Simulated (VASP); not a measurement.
These are PBEsol GGA, VASP's PBE PAW potentials (set 64) (plane waves; VASP) values and carry that method's errors.

VASP input:

### INCAR
```
LCHARG=.TRUE.
LMAXMIX=4   ! l cut-off of mixed one-centre charges
ISIF=2
NEDOS=601
NELM=100
GGA=PS
ISMEAR=-5
EDIFF=1E-7
ALGO=Normal   ! blocked Davidson
LORBIT=11
LREAL=.FALSE.   ! projection in real space or not
LWAVE=.FALSE.
LASPH=.TRUE.   ! aspherical one-centre terms
ENCUT=400   ! plane-wave cut-off (eV)
SYSTEM=Nb
PREC=Accurate
```

POSCAR:
```
Nb
3.8821720
 -0.6593370621   0.6593370621   0.3613157191
  0.6593370621  -0.6593370621   0.3613157191
  0.6593370621   0.6593370621  -0.3613157191
Nb
2
Cartesian
  0.0000000000   0.6593370621   0.1806578596
  0.0000000000   0.0000000000   0.0000000000
```

### KPOINTS
```
Automatic mesh
0
Gamma
16 16 16
0 0 0
```

POTCAR, in this order: Nb_sv (PBE.64 set). Program: vasp_std.

What VASP printed:

OSZICAR:
```
       N       E                     dE             d eps       ncg     rms          rms(c)
DAV:   1     0.251559150160E+03    0.25156E+03   -0.13349E+04 11890   0.132E+03
DAV:   2    -0.583554378844E+01   -0.25739E+03   -0.25469E+03 14842   0.520E+02
DAV:   3    -0.209115211708E+02   -0.15076E+02   -0.14834E+02 23124   0.936E+01
DAV:   4    -0.213527080738E+02   -0.44119E+00   -0.43915E+00 14828   0.151E+01
DAV:   5    -0.213775294378E+02   -0.24821E-01   -0.24808E-01 20189   0.310E+00    0.109E+01
DAV:   6    -0.207016094288E+02    0.67592E+00   -0.14791E+00 16379   0.120E+01    0.400E+00
DAV:   7    -0.206371783276E+02    0.64431E-01   -0.55257E-01 21147   0.658E+00    0.135E+00
DAV:   8    -0.206461588836E+02   -0.89806E-02   -0.45706E-02 17178   0.232E+00    0.262E-01
DAV:   9    -0.206454033009E+02    0.75558E-03   -0.50113E-03 17279   0.695E-01    0.651E-02
DAV:  10    -0.206453598582E+02    0.43443E-04   -0.12990E-04 18750   0.128E-01    0.160E-02
DAV:  11    -0.206453607970E+02   -0.93875E-06   -0.75999E-06 16895   0.264E-02    0.489E-03
DAV:  12    -0.206453619514E+02   -0.11545E-05   -0.67428E-07 16891   0.883E-03    0.116E-03
DAV:  13    -0.206453620254E+02   -0.73975E-07   -0.34335E-08 11733   0.193E-03
   1 F= -.20645362E+02 E0= -.20645362E+02  d E =0.000000E+00
```

**OUTCAR**
```
------------------------ aborting loop because EDIFF is reached ----------------------------------------
  FORCE on cell =-STRESS in cart. coord.  units (eV):
  Direction    XX          YY          ZZ          XY          YZ          ZX
  --------------------------------------------------------------------------------------
  Total       -0.0274730     -0.0274730      0.0674093      0.0000000      0.0000000      0.0000000
  in kB       -1.1973767     -1.1973767      2.9379476      0.0000000      0.0000000      0.0000000
  external PRESSURE =       0.1810647 kB  Pullay stress =       0.0000000 kB
  volume of cell :       36.76
      direct lattice vectors                 reciprocal lattice vectors
    -2.559659881  2.559659881  1.402689768     0.000000000  0.195338452  0.356458008
     2.559659881 -2.559659881  1.402689768     0.195338452  0.000000000  0.356458008
     2.559659881  2.559659881 -1.402689768     0.195338452  0.195338452  0.000000000
 POSITION                                       TOTAL-FORCE (eV/Angst)
 -----------------------------------------------------------------------------------
      0.00000      2.55966      0.70134         0.000000      0.000000      0.000000
      0.00000      0.00000      0.00000        -0.000000     -0.000000     -0.000000
 -----------------------------------------------------------------------------------
    total drift:                               -0.000000      0.000000      0.000000
  FREE ENERGIE OF THE ION-ELECTRON SYSTEM (eV)
  ---------------------------------------------------
  free  energy   TOTEN  =       -20.6453620254 eV

  energy  without entropy=      -20.6453620254  energy(sigma->0) =      -20.64536203

 total charge

# of ion       s       p       d       tot
------------------------------------------
    1        2.224   5.978   2.656  10.858
    2        2.224   5.978   2.656  10.858
--------------------------------------------------
tot          4.447  11.955   5.313  21.715
```
(Selected blocks of OUTCAR.)

For a metal the tetrahedron method with Blöchl corrections gives inexact stress and forces.

The structure was generated: Nb was put into the beta-Sn type (I4_1/amd), which need not be its known phase. It was relaxed first.
